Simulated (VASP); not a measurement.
Computed with PBE GGA, VASP's PBE PAW potentials (set 64) (plane waves; VASP).

The input files of a VASP run:

INCAR:
```
SYSTEM=GaP
PREC=Accurate; ENCUT=400; LREAL=.FALSE.
LASPH=.TRUE.
EDIFF=1E-6; NELM=100; ALGO=Normal
LMAXMIX=4
ISMEAR=0; SIGMA=0.05
GGA=PE
IBRION=2; NSW=60; ISIF=3
EDIFFG=-0.01
LWAVE=.FALSE.; LCHARG=.FALSE.
```

### POSCAR
```
GaP
1.0
  0.0000000000   2.7250000000   2.7250000000
  2.7250000000   0.0000000000   2.7250000000
  2.7250000000   2.7250000000   0.0000000000
Ga P
1 1
Cartesian
  0.0000000000   0.0000000000   0.0000000000
  1.3625000000   1.3625000000   1.3625000000
```

**KPOINTS**
```
Automatic mesh
0
Gamma
8 8 8
0 0 0
```

POTCAR, in this order: Ga_d P (PBE.64 set). Program: vasp_std.

What VASP printed:

OSZICAR:
```
       N       E                     dE             d eps       ncg     rms          rms(c)
DAV:   1     0.681380985350E+02    0.68138E+02   -0.83092E+03   762   0.170E+03
DAV:   2    -0.461890762412E+01   -0.72757E+02   -0.70096E+02   814   0.278E+02
DAV:   3    -0.930541376642E+01   -0.46865E+01   -0.46674E+01   964   0.657E+01
DAV:   4    -0.938250686863E+01   -0.77093E-01   -0.77067E-01   970   0.915E+00
DAV:   5    -0.938396942736E+01   -0.14626E-02   -0.14625E-02   968   0.102E+00    0.425E+00
DAV:   6    -0.914069941002E+01    0.24327E+00   -0.46922E-01  1174   0.128E+01    0.281E+00
DAV:   7    -0.911416943258E+01    0.26530E-01   -0.11641E-01   968   0.251E+00    0.113E+00
DAV:   8    -0.911426116612E+01   -0.91734E-04   -0.14733E-02   897   0.182E+00    0.168E-01
DAV:   9    -0.911462784141E+01   -0.36668E-03   -0.16233E-03   976   0.700E-01    0.902E-02
DAV:  10    -0.911468923252E+01   -0.61391E-04   -0.12908E-04  1093   0.123E-01    0.420E-02
DAV:  11    -0.911476182839E+01   -0.72596E-04   -0.10662E-04   809   0.106E-01    0.639E-03
DAV:  12    -0.911476117841E+01    0.64998E-06   -0.43652E-06   954   0.345E-02
   1 F= -.91147612E+01 E0= -.91147612E+01  d E =-.911476E+01
       N       E                     dE             d eps       ncg     rms          rms(c)
DAV:   1    -0.937267627967E+01   -0.25791E+00   -0.35187E+00   994   0.411E+01    0.293E+00
DAV:   2    -0.917808394455E+01    0.19459E+00   -0.32596E-01   964   0.126E+01    0.138E+00
DAV:   3    -0.912591028613E+01    0.52174E-01   -0.76667E-02  1004   0.586E+00    0.279E-01
DAV:   4    -0.912181269371E+01    0.40976E-02   -0.63775E-03   889   0.138E+00    0.127E-01
DAV:   5    -0.912103057445E+01    0.78212E-03   -0.47347E-04   968   0.316E-01    0.455E-02
DAV:   6    -0.912100007816E+01    0.30496E-04   -0.72304E-05   929   0.162E-01    0.214E-02
DAV:   7    -0.912100022503E+01   -0.14687E-06   -0.80711E-06   924   0.569E-02
   2 F= -.91210002E+01 E0= -.91210002E+01  d E =-.623905E-02
       N       E                     dE             d eps       ncg     rms          rms(c)
DAV:   1    -0.914910101325E+01   -0.28101E-01   -0.34824E-01   989   0.120E+01    0.965E-01
DAV:   2    -0.912839975626E+01    0.20701E-01   -0.38698E-02   959   0.497E+00    0.435E-01
DAV:   3    -0.912327920566E+01    0.51206E-02   -0.61677E-03   994   0.165E+00    0.104E-01
DAV:   4    -0.912282464614E+01    0.45456E-03   -0.57366E-04   839   0.350E-01    0.424E-02
DAV:   5    -0.912274554676E+01    0.79099E-04   -0.49988E-05   990   0.106E-01    0.115E-02
DAV:   6    -0.912274496048E+01    0.58628E-06   -0.28732E-06   725   0.231E-02
   3 F= -.91227450E+01 E0= -.91227450E+01  d E =-.798378E-02
```

OUTCAR:
```
------------------------ aborting loop because EDIFF is reached ----------------------------------------
  FORCE on cell =-STRESS in cart. coord.  units (eV):
  Direction    XX          YY          ZZ          XY          YZ          ZX
  --------------------------------------------------------------------------------------
  Total        0.0122031      0.0122031      0.0122031      0.0000000      0.0000000      0.0000000
  in kB        0.4698039      0.4698039      0.4698039      0.0000000      0.0000000      0.0000000
  external PRESSURE =       0.4698039 kB  Pullay stress =       0.0000000 kB
  volume of cell :       41.62
      direct lattice vectors                 reciprocal lattice vectors
     0.000000000  2.750498129  2.750498129    -0.181785254  0.181785254  0.181785254
     2.750498129 -0.000000000  2.750498129     0.181785254 -0.181785254  0.181785254
     2.750498129  2.750498129  0.000000000     0.181785254  0.181785254 -0.181785254
  FREE ENERGIE OF THE ION-ELECTRON SYSTEM (eV)
  ---------------------------------------------------
  free  energy   TOTEN  =        -9.1227449605 eV

  energy  without entropy=       -9.1227449605  energy(sigma->0) =       -9.12274496

 reached required accuracy - stopping structural energy minimisation
```
(Selected blocks of OUTCAR.)

File CONTCAR:
```
GaP
   1.00000000000000
     0.0000000000000000    2.7504981288485424    2.7504981288485424
     2.7504981288485424   -0.0000000000000000    2.7504981288485424
     2.7504981288485424    2.7504981288485424    0.0000000000000000
  Ga              P
     1     1
Direct
     0.0000000000000000    0.0000000000000000    0.0000000000000000
     0.2500000000000000    0.2500000000000000    0.2500000000000000
```

Energy and stress use the plane-wave basis of the starting cell.

The compound is GaP in the zinc blende structure. This run relaxes it. Symmetry was kept, so distortions that lower it aren't found.
